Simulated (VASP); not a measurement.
Level of theory: PBEsol GGA, VASP's PBE PAW potentials (set 64) (plane waves; VASP 6.6.1).

VASP ran on this input.

**INCAR**
```
! general
SYSTEM  =BP
PREC    =Accurate
ENCUT   =520   ! plane-wave cut-off (eV)
LREAL   =.False.   ! projection in real space or not
LASPH   =.True.   ! aspherical one-centre terms

! electronic loop
EDIFF   =1E-8   ! SCF stop (eV)
NELM    =100   ! most electronic steps
ALGO    =Normal   ! blocked Davidson

! smearing
ISMEAR  =0   ! Gaussian
SIGMA   =0.01   ! width (eV)

! functional
GGA     =PS   ! PBEsol

! ions
IBRION  =8   ! DFPT with symmetry
NSW     =1   ! most ionic steps

! output
LWAVE   =.False.
LCHARG  =.False.

! other
LEPSILON=.True.
```

### POSCAR
```
BP
3.1968980
  0.0000000000   0.7071067361   0.7071067361
  0.7071067361   0.0000000000   0.7071067361
  0.7071067361   0.7071067361   0.0000000000
B P
1 1
Direct
  0.0000000000   0.0000000000   0.0000000000
  0.2500000000   0.2500000000   0.2500000000
```

KPOINTS:
```
Automatic mesh
0
G
14 14 14
0 0 0
```

POTCAR, in this order: B P (PBE.64 set). Program: vasp_std.

What VASP printed:

**OUTCAR**
```
 ion  position               nearest neighbor table
   1  0.000  0.000  0.000-   2 1.96   2 1.96   2 1.96   2 1.96
   2  0.250  0.250  0.250-   1 1.96   1 1.96   1 1.96   1 1.96
  LATTYP: Found a face centered cubic cell.
 ALAT       =     4.5210962206
 Subroutine PRICEL returns:
 Original cell was already a primitive cell.
 Subroutine GETGRP returns: Found 24 space group operations
The static configuration has the point symmetry T_d .
The dynamic configuration has the point symmetry T_d .
 Subroutine INISYM returns: Found 24 space group operations
 Subroutine IBZKPT returns following result:
 Found    104 irreducible k-points:

 Following reciprocal coordinates:
            Coordinates               Weight
  0.000000  0.000000  0.000000      1.000000
  0.071429  0.000000  0.000000      8.000000
  0.142857  0.000000  0.000000      8.000000
  0.214286  0.000000  0.000000      8.000000
  0.285714  0.000000  0.000000      8.000000
  0.357143  0.000000  0.000000      8.000000
  0.428571  0.000000  0.000000      8.000000
  0.500000  0.000000  0.000000      4.000000
  0.071429  0.071429  0.000000      6.000000
  0.142857  0.071429  0.000000     24.000000
  0.214286  0.071429  0.000000     24.000000
  0.285714  0.071429  0.000000     24.000000
  0.357143  0.071429  0.000000     24.000000
  0.428571  0.071429  0.000000     24.000000
  0.500000  0.071429  0.000000     24.000000
 -0.428571  0.071429  0.000000     24.000000
 -0.357143  0.071429  0.000000     24.000000
 -0.285714  0.071429  0.000000     24.000000
 -0.214286  0.071429  0.000000     24.000000
 -0.142857  0.071429  0.000000     24.000000
 -0.071429  0.071429  0.000000     12.000000
  0.142857  0.142857  0.000000      6.000000
  0.214286  0.142857  0.000000     24.000000
  0.285714  0.142857  0.000000     24.000000
  0.357143  0.142857  0.000000     24.000000
  0.428571  0.142857  0.000000     24.000000
  0.500000  0.142857  0.000000     24.000000
 -0.428571  0.142857  0.000000     24.000000
 -0.357143  0.142857  0.000000     24.000000
 -0.285714  0.142857  0.000000     24.000000
 -0.214286  0.142857  0.000000     24.000000
 -0.142857  0.142857  0.000000     12.000000
  0.214286  0.214286  0.000000      6.000000
  0.285714  0.214286  0.000000     24.000000
  0.357143  0.214286  0.000000     24.000000
  0.428571  0.214286  0.000000     24.000000
  0.500000  0.214286  0.000000     24.000000
 -0.428571  0.214286  0.000000     24.000000
 -0.357143  0.214286  0.000000     24.000000
 -0.285714  0.214286  0.000000     24.000000
 Subroutine IBZKPT_HF returns following result:
   k-points           NKPTS =    104   k-points in BZ     NKDIM =    104   number of bands    NBANDS=      8
   number of dos      NEDOS =    301   number of ions     NIONS =      2
   total plane-waves  NPLWV =  13824
   dimension x,y,z NGX =    24 NGY =   24 NGZ =   24
   dimension x,y,z NGXF=    48 NGYF=   48 NGZF=   48
   ions per type =               1   1
   PREC   = accura    normal or accurate (medium, high low for compatibility)
   ISTART =      0    job   : 0-new  1-cont  2-samecut
   ICHARG =      2    charge: 1-file 2-atom 10-const
   ISPIN  =      1    spin polarized calculation?
   LNONCOLLINEAR =      F non collinear calculations
   LSORBIT =      F    spin-orbit coupling
   INIWAV =      1    electr: 0-lowe 1-rand  2-diag
   ENCUT  =  520.0 eV  38.22 Ry    6.18 a.u.   5.94  5.94  5.94*2*pi/ulx,y,z
   NELM   =    100;   NELMIN=  2; NELMDL= -5     # of ELM steps
   EDIFF  = 0.1E-07   stopping-criterion for ELM
   LREAL  =      F    real-space projection
   NLSPLINE    = F    spline interpolate recip. space projectors
...
```

File OUTCAR:
```


 HEAD OF MICROSCOPIC STATIC DIELECTRIC TENSOR (INDEPENDENT PARTICLE, excluding Hartree and local field effects)
 ------------------------------------------------------
           9.750298     0.000000    -0.000000
          -0.000000     9.750298    -0.000000
           0.000000     0.000000     9.750298
 ------------------------------------------------------

 MACROSCOPIC STATIC DIELECTRIC TENSOR (including local field effects in DFT)
 ------------------------------------------------------
           9.341916     0.000000     0.000000
          -0.000000     9.341916    -0.000000
           0.000000     0.000000     9.341916
 ------------------------------------------------------

 PIEZOELECTRIC TENSOR (including local field effects)  for field in x, y, z        (e  Angst)
          XX          YY          ZZ          XY          YZ          ZX
  --------------------------------------------------------------------------------
  x    -0.00000    -0.00000     0.00000     0.00000     0.19503     0.00000
  y     0.00000     0.00000    -0.00000    -0.00000     0.00000     0.19503
  z    -0.00000    -0.00000    -0.00000     0.19503    -0.00000     0.00000

 PIEZOELECTRIC TENSOR (including local field effects)  for field in x, y, z        (C/m^2)
          XX          YY          ZZ          XY          YZ          ZX
  --------------------------------------------------------------------------------
  x    -0.00000    -0.00000     0.00000     0.00000     0.13525     0.00000
  y     0.00000     0.00000    -0.00000    -0.00000     0.00000     0.13525
  z    -0.00000    -0.00000    -0.00000     0.13525    -0.00000     0.00000

 BORN EFFECTIVE CHARGES (including local field effects) (in |e|, cummulative output)
 ---------------------------------------------------------------------------------
 ion    1
    1    -0.54197    -0.00000     0.00000
    2     0.00000    -0.54197    -0.00000
    3     0.00000    -0.00000    -0.54197
 ion    2
    1     0.54197     0.00000    -0.00000
    2     0.00000     0.54197     0.00000
    3     0.00000     0.00000     0.54197
```
(Selected blocks of OUTCAR.)

The compound is BP in the zinc blende structure. It was relaxed first.
